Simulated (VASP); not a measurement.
Shape and ions are relaxed at each volume.

Data:

```cif
data_CW
_chemical_formula_sum 'W1 C1'
_space_group_name_H-M_alt 'P 1'
_space_group_IT_number 1
_cell_length_a 2.91855
_cell_length_b 2.91855
_cell_length_c 2.85702
_cell_angle_alpha 90.000
_cell_angle_beta 90.000
_cell_angle_gamma 120.000
loop_
_space_group_symop_operation_xyz
  'x, y, z'
loop_
_atom_site_label
_atom_site_type_symbol
_atom_site_fract_x
_atom_site_fract_y
_atom_site_fract_z
_atom_site_occupancy
W1 W 0.00000 0.00000 0.00000 1
C1 C 0.33333 0.66667 0.50000 1
```

All values below come from TPSS meta-GGA, VASP's PBE PAW potentials (set 64) (plane waves; VASP 6.6.1). Settings: 520 eV cut-off, 14×14×13 Γ-centred mesh, first-order Methfessel-Paxton smearing of 0.10 eV, potentials W_sv C.

### Question
Give the energy at these volumes per atom, relative to the lowest: 9.90, 10.21, 10.53, 10.85, 11.16 Å³.

### Answer
52.5, 12.7, 0.0, 10.4, 40.5 meV/atom. A third-order Birch-Murnaghan fit gives B0 = 388 GPa and B0′ = 4.3.

The compound is WC in the wc structure. It was relaxed first.
